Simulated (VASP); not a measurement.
An input for Ansatz (written as the equivalent of a VASP run, and not itself run):

Ansatz 0.2 input:
```yaml
crystal:
  lattice:
    - [0.0000000, 3.2592917, 3.2592917]
    - [3.2592917, 0.0000000, 3.2592917]
    - [3.2592917, 3.2592917, 0.0000000]
  atoms:
    - { symbol: Sb, position: [0.2500000, 0.2500000, 0.2500000] }
    - { symbol: In, position: [0.0000000, 0.0000000, 0.0000000] }
kpoints:
  mp_grid: { grid: [9, 9, 9] }
hamiltonian:
  xc: pbesol
  pseudopotentials: { kind: paw }
scf:
  occupations: { method: methfessel_paxton, width: 0.1 }
  max_iter: 100
relax:
  max_steps: 60
  f_tol: 0.01
  cell: {}
output: { forces: true, stress: true, eigenvalues: true }
```

Q: Write the VASP files for the same calculation (PBEsol).

A: One answer among several that fit: 
### INCAR
```
LMAXMIX=4   # l cut-off of mixed one-centre charges
IBRION=2   # conjugate gradients
PREC=Accurate
NSW=60
SYSTEM=InSb
EDIFF=1E-6   # SCF stop (eV)
SIGMA=0.1
LCHARG=F
ENCUT=400
NELM=100   # most electronic steps
EDIFFG=-0.01   # ionic stop
LWAVE=F
ISIF=3
LASPH=T   # aspherical one-centre terms
LREAL=F
GGA=PS
ISMEAR=1   # Methfessel-Paxton
ALGO=Normal   # blocked Davidson
```

KPOINTS:
```
Automatic mesh
0
Gamma
9 9 9
0 0 0
```

POSCAR:
```
InSb
1.0
  0.0000000000   3.2592916502   3.2592916502
  3.2592916502   0.0000000000   3.2592916502
  3.2592916502   3.2592916502   0.0000000000
Sb In
1 1
Cart
  1.6296458251   1.6296458251   1.6296458251
  0.0000000000   0.0000000000   0.0000000000
```

POTCAR, in this order: Sb In_d (PBE.64 set). Program: vasp_std.

What does not carry over: each code has its own PAW files, so the cut-off isn't converted (ENCUT is set for VASP's; basis.ecutwfc is left out, and Ansatz then takes the one that its files recommend); Ansatz stops its SCF on the density residual and VASP on the energy change (EDIFF).

The structure comes from a measured InSb entry (F-43m) of the Crystallography Open Database, whose conditions weren't checked. It was relaxed first. The start is the result of an earlier pass.
